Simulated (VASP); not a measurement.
Energy against volume of SnO₂ (rutile). These are TPSS meta-GGA, VASP's PBE PAW potentials (set 64) (plane waves; VASP) values and carry that method's errors. Run with 520 eV cut-off, 5×5×7 Γ-centred mesh, Gaussian smearing of 0.050 eV, potentials Sn_d O.

Shape and ions are relaxed at each volume.

| V (Å³/atom) | E (eV/atom) |
|---|---|
| 11.727 | -10.44311 |
| 12.102 | -10.46710 |
| 12.476 | -10.47554 |
| 12.850 | -10.47102 |

**Question.** Fit these four points and predict the energy of the run at 13.225 Å³/atom.

**Answer.** A cubic in V^(−2/3), the third-order Birch-Murnaghan form, passes through the four points with V0 = 12.52 Å³/atom and B0 = 181 GPa, and gives -10.4556 eV/atom there. The run gave -10.4559 eV/atom, -0.3 meV/atom from the fit; all five points give B0 = 180 GPa.

The compound is SnO2 in the rutile structure. It was relaxed first.
